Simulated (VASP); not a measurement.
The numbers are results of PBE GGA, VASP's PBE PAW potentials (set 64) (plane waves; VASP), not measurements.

The input files of a VASP run:

### POSCAR
```
Co
1
    2.3170220000     0.0000000000     0.0000000000
    0.0000000000     2.3170220000     0.0000000000
    0.0000000000     0.0000000000     2.3170220000
Co
1
Direct
  0.0000000000   0.0000000000   0.0000000000
```

**KPOINTS**
```
kpoints
0
G
 14 14 14
0 0 0
```

INCAR:
```
SYSTEM = Co
PREC = Accurate
ENCUT = 400
EDIFF = 1E-6
NELM = 100
ALGO = Normal
LREAL = .FALSE.
LASPH = .TRUE.
ISMEAR = 1
SIGMA = 0.1
GGA = PE
LMAXMIX = 4
ISPIN = 2
MAGMOM = 0.6
LORBIT = 10
LWAVE = .FALSE.
LCHARG = .FALSE.
ISIF = 2
```

POTCAR, in this order: Co (PBE.64 set). Program: vasp_std.

The resulting files:

File OSZICAR:
```
       N       E                     dE             d eps       ncg     rms          rms(c)
DAV:   1     0.149562843405E+02    0.14956E+02   -0.35125E+03  3872   0.103E+03
DAV:   2    -0.670257057655E+01   -0.21659E+02   -0.21323E+02  3944   0.138E+02
DAV:   3    -0.690563033596E+01   -0.20306E+00   -0.20281E+00  5256   0.185E+01
DAV:   4    -0.690963470063E+01   -0.40044E-02   -0.40037E-02  5072   0.197E+00
DAV:   5    -0.690970865191E+01   -0.73951E-04   -0.73949E-04  5256   0.182E-01    0.839E+00
DAV:   6    -0.638092229896E+01    0.52879E+00   -0.14606E+01  4088   0.628E+01    0.575E+00
DAV:   7    -0.621519996086E+01    0.16572E+00   -0.22325E+00  3928   0.230E+01    0.297E+00
DAV:   8    -0.626774120564E+01   -0.52541E-01   -0.13937E-01  4544   0.469E+00    0.184E+00
DAV:   9    -0.625247608349E+01    0.15265E-01   -0.66527E-02  4632   0.330E+00    0.165E+00
DAV:  10    -0.626382262206E+01   -0.11347E-01   -0.68068E-03  4608   0.117E+00    0.865E-01
DAV:  11    -0.626476303323E+01   -0.94041E-03   -0.51070E-03  4376   0.723E-01    0.375E-01
DAV:  12    -0.626512920669E+01   -0.36617E-03   -0.11919E-03  4216   0.471E-01    0.841E-02
DAV:  13    -0.626508211792E+01    0.47089E-04   -0.13467E-04  4392   0.118E-01    0.545E-02
DAV:  14    -0.626509239327E+01   -0.10275E-04   -0.56221E-06  4152   0.348E-02    0.445E-02
DAV:  15    -0.626510867297E+01   -0.16280E-04   -0.16827E-05  4224   0.542E-02    0.111E-02
DAV:  16    -0.626510931071E+01   -0.63775E-06   -0.14369E-06  1992   0.137E-02
   1 F= -.62651093E+01 E0= -.62648477E+01  d E =-.784746E-03  mag=     1.8550
```

OUTCAR:
```
------------------------ aborting loop because EDIFF is reached ----------------------------------------
  FORCE on cell =-STRESS in cart. coord.  units (eV):
  Direction    XX          YY          ZZ          XY          YZ          ZX
  --------------------------------------------------------------------------------------
  Total        0.2708822      0.2708822      0.2708822      0.0000000      0.0000000      0.0000000
  in kB       34.8899661     34.8899661     34.8899661      0.0000000      0.0000000      0.0000000
  external PRESSURE =      34.8899661 kB  Pullay stress =       0.0000000 kB
  volume of cell :       12.44
      direct lattice vectors                 reciprocal lattice vectors
     2.317022000  0.000000000  0.000000000     0.431588479  0.000000000  0.000000000
     0.000000000  2.317022000  0.000000000     0.000000000  0.431588479  0.000000000
     0.000000000  0.000000000  2.317022000     0.000000000  0.000000000  0.431588479
 POSITION                                       TOTAL-FORCE (eV/Angst)
 -----------------------------------------------------------------------------------
      0.00000      0.00000      0.00000         0.000000      0.000000      0.000000
 -----------------------------------------------------------------------------------
    total drift:                                0.000000      0.000000      0.000000
  FREE ENERGIE OF THE ION-ELECTRON SYSTEM (eV)
  ---------------------------------------------------
  free  energy   TOTEN  =        -6.2651093107 eV

  energy  without entropy=       -6.2643245642  energy(sigma->0) =       -6.26484773

 total charge

# of ion       s       p       d       tot
------------------------------------------
    1        0.505   0.425   7.278   8.209

 magnetization (x)

# of ion       s       p       d       tot
------------------------------------------
    1        0.009  -0.003   1.852   1.857
```
(Selected blocks of OUTCAR.)

**OUTCAR**
```
 val. band max:        8.7265022315   @ k =   0.4286   0.4286   0.0714

 cond. band min:       8.7348225525   @ k =   0.2857   0.2143   0.0714


 Fermi energy:         8.7283121269

 spin component 1

 k-point     1 :       0.0000    0.0000    0.0000
  band No.  band energies     occupation
      1       0.3467      1.00000
      2       4.3146      1.00000
      3       4.3146      1.00000
      4       7.6269      1.00000
      5       7.6269      1.00000
      6       7.6269      1.00000
      7      27.9301      0.00000
      8      27.9301      0.00000

 k-point     2 :       0.0714    0.0000    0.0000
  band No.  band energies     occupation
      1       0.5007      1.00000
      2       4.3373      1.00000
      3       4.3924      1.00000
      4       7.5652      1.00000
      5       7.5652      1.00000
      6       7.6321      1.00000
      7      26.0716      0.00000
      8      28.1411      0.00000

 k-point     3 :       0.1429    0.0000    0.0000
  band No.  band energies     occupation
      1       0.9500      1.00000
      2       4.4006      1.00000
      3       4.6201      1.00000
      4       7.3946      1.00000
      5       7.3946      1.00000
      6       7.6464      1.00000
      7      23.1017      0.00000
      8      28.7575      0.00000

 k-point     4 :       0.2143    0.0000    0.0000
  band No.  band energies     occupation
      1       1.6517      1.00000
      2       4.4932      1.00000
      3       4.9850      1.00000
      4       7.1561      1.00000
      5       7.1561      1.00000
      6       7.6667      1.00000
      7      20.1598      0.00000
      8      29.7396      0.00000

 k-point     5 :       0.2857    0.0000    0.0000
  band No.  band energies     occupation
      1       2.5174      1.00000
      2       4.5978      1.00000
      3       5.4799      1.00000
      4       6.9015      1.00000
      5       6.9015      1.00000
...
```

The structure was generated: Co was put into the simple-cubic type (Pm-3m), which need not be its known phase. The cell was not relaxed at this level. The run is one of a series of settings (MAGMOM = 0.6 against the base run), some of them coarse on purpose.
